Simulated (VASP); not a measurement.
OSZICAR of a VASP run on Si (diamond):

OSZICAR:
```
       N       E                     dE             d eps       ncg     rms          rms(c)
DAV:   1     0.264105983232E+00    0.26411E+00   -0.33764E+03   464   0.791E+02
DAV:   2    -0.184872091903E+02   -0.18751E+02   -0.17963E+02   736   0.855E+01
DAV:   3    -0.187133171885E+02   -0.22611E+00   -0.22611E+00   592   0.119E+01
DAV:   4    -0.187140972931E+02   -0.78010E-03   -0.78010E-03   768   0.798E-01
DAV:   5    -0.187140978275E+02   -0.53448E-06   -0.53448E-06   616   0.161E-02    0.604E+00
DAV:   6    -0.175422776301E+02    0.11718E+01   -0.14778E-01   520   0.302E+00    0.424E+00
DAV:   7    -0.184980213294E+02   -0.95574E+00   -0.63156E-01   512   0.408E+00    0.830E-01
DAV:   8    -0.175434009004E+02    0.95462E+00   -0.14951E-01   488   0.275E+00    0.436E-01
DAV:   9    -0.175183348866E+02    0.25066E-01   -0.64215E-02   512   0.213E+00    0.308E-01
DAV:  10    -0.175469427926E+02   -0.28608E-01   -0.25456E-02   464   0.148E+00    0.826E-02
DAV:  11    -0.175471968369E+02   -0.25404E-03   -0.28352E-04   712   0.164E-01    0.491E-02
DAV:  12    -0.175472232095E+02   -0.26373E-04   -0.18118E-04   504   0.169E-01    0.413E-02
DAV:  13    -0.175471800889E+02    0.43121E-04   -0.95840E-05   528   0.138E-01    0.188E-02
DAV:  14    -0.175472301447E+02   -0.50056E-04   -0.21858E-05   496   0.573E-02    0.111E-02
DAV:  15    -0.175472280647E+02    0.20800E-05   -0.13203E-06   568   0.155E-02    0.861E-03
DAV:  16    -0.175472283474E+02   -0.28274E-06   -0.20403E-07   304   0.472E-03
   1 F= -.17547228E+02 E0= -.17547228E+02  d E =-.175472E+02
       N       E                     dE             d eps       ncg     rms          rms(c)
DAV:   1    -0.175475095806E+02   -0.28152E-03   -0.16195E-02   552   0.742E-01    0.134E-01
DAV:   2    -0.175473856422E+02    0.12394E-03   -0.50502E-04   592   0.167E-01    0.853E-02
DAV:   3    -0.175472791102E+02    0.10653E-03   -0.18299E-04   504   0.120E-01    0.253E-02
DAV:   4    -0.175473309748E+02   -0.51865E-04   -0.21924E-05   552   0.400E-02    0.242E-02
DAV:   5    -0.175472969032E+02    0.34072E-04   -0.11451E-05   512   0.360E-02    0.184E-02
DAV:   6    -0.175473298569E+02   -0.32954E-04   -0.13135E-05   464   0.364E-02    0.199E-03
DAV:   7    -0.175473295860E+02    0.27091E-06   -0.12268E-06   488   0.127E-02
   2 F= -.17547330E+02 E0= -.17547330E+02  d E =-.101239E-03
       N       E                     dE             d eps       ncg     rms          rms(c)
DAV:   1    -0.175475524708E+02   -0.22261E-03   -0.33137E-03   552   0.336E-01    0.618E-02
DAV:   2    -0.175475286200E+02    0.23851E-04   -0.10311E-04   584   0.769E-02    0.390E-02
DAV:   3    -0.175475075457E+02    0.21074E-04   -0.37888E-05   488   0.564E-02    0.112E-02
DAV:   4    -0.175475195546E+02   -0.12009E-04   -0.51134E-06   528   0.203E-02    0.109E-02
DAV:   5    -0.175475187330E+02    0.82156E-06   -0.20049E-06   480   0.118E-02
   3 F= -.17547519E+02 E0= -.17547519E+02  d E =-.290386E-03
```

Task: Which electronic solver shows in the log?

Result: It is blocked Davidson (ALGO = Normal, or the opening steps of other solvers). The INCAR had ALGO = Normal.

Task: Can the final energy be trusted as converged?

Result: The run converged. It stopped with EDIFF = 1E-6, NELM = 100, NSW = 60 and EDIFFG = -0.01 after 3 ionic steps (r2SCAN meta-GGA, plane waves, VASP's PBE PAW potentials (set 64)).

The compound is Si in the diamond structure. This run relaxes it. Symmetry was kept, so distortions that lower it aren't found.
